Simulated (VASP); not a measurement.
Given:

```
CELL_PARAMETERS angstrom
      1.66532    -5.15957     0.00000
      1.66532     5.15957     0.00000
      0.00000     0.00000     4.23824
ATOMIC_POSITIONS crystal
  P  0.10531 0.89469 0.92618
  P  0.39469 0.60531 0.42618
  P  0.60531 0.39469 0.57382
  P  0.89469 0.10531 0.07382
```

All values below come from vdW-DF-cx, VASP's PBE PAW potentials (set 64) (plane waves; VASP). Run with 520 eV cut-off, Gaussian smearing of 0.050 eV, potentials P.

**Question.** Predict the band gap (along the path) with the smallest direct gap where there is one.

**Answer.** 
```yaml
band gap (along the path): none (metal, semimetal or under 0.01 eV)
```

Only differences to runs with the same potentials and settings are physical.

The compound is P in the black structure. It was relaxed first.
